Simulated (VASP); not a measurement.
Input for VASP

**POSCAR**
```
Li2O
3.236380
  0.0000000000   0.7071068587   0.7071068587
  0.7071068587   0.0000000000   0.7071068587
  0.7071068587   0.7071068587   0.0000000000
Li O
2 1
Direct
  0.2500000000   0.2500000000   0.2500000000
  0.7500000000   0.7500000000   0.7500000000
  0.0000000000   0.0000000000   1.0000000000
```

INCAR:
```
ALGO = Normal
EDIFF = 1E-7
ENCUT = 520
GGA = PE
ISIF = 2
ISMEAR = 0
LASPH = .True.
LCHARG = .False.
LREAL = .False.
LWAVE = .False.
NELM = 100
PREC = Accurate
SIGMA = 0.05
SYSTEM = Li2O
```

KPOINTS:
```
Regular mesh
0
gamma
10 10 10
```

POTCAR, in this order: Li_sv O (PBE.64 set). Program: vasp_std.

**Question.** Translate this PBE calculation to Ansatz.

**Answer.** One equivalent input (not run):
Ansatz 0.2 input:
```yaml
crystal:
  lattice:
    - [0.0000000, 2.2884665, 2.2884665]
    - [2.2884665, 0.0000000, 2.2884665]
    - [2.2884665, 2.2884665, 0.0000000]
  atoms:
    - { symbol: Li, position: [0.2500000, 0.2500000, 0.2500000] }
    - { symbol: Li, position: [0.7500000, 0.7500000, 0.7500000] }
    - { symbol: O, position: [0.0000000, 0.0000000, 1.0000000] }
kpoints:
  mp_grid: { grid: [10, 10, 10] }
hamiltonian:
  xc: pbe
  pseudopotentials: { kind: paw }
scf:
  occupations: { method: gaussian, width: 0.05 }
  max_iter: 100
output: { forces: true, stress: true, eigenvalues: true }
```
The two are equivalent in intent, not identical: each code has its own PAW files, so the cut-off isn't converted (ENCUT is set for VASP's; basis.ecutwfc is left out, and Ansatz then takes the one that its files recommend); Ansatz stops its SCF on the density residual and VASP on the energy change (EDIFF).

The compound is Li2O in the antifluorite structure. This cell is one point of a volume scan, at 0.97 of the reference volume.
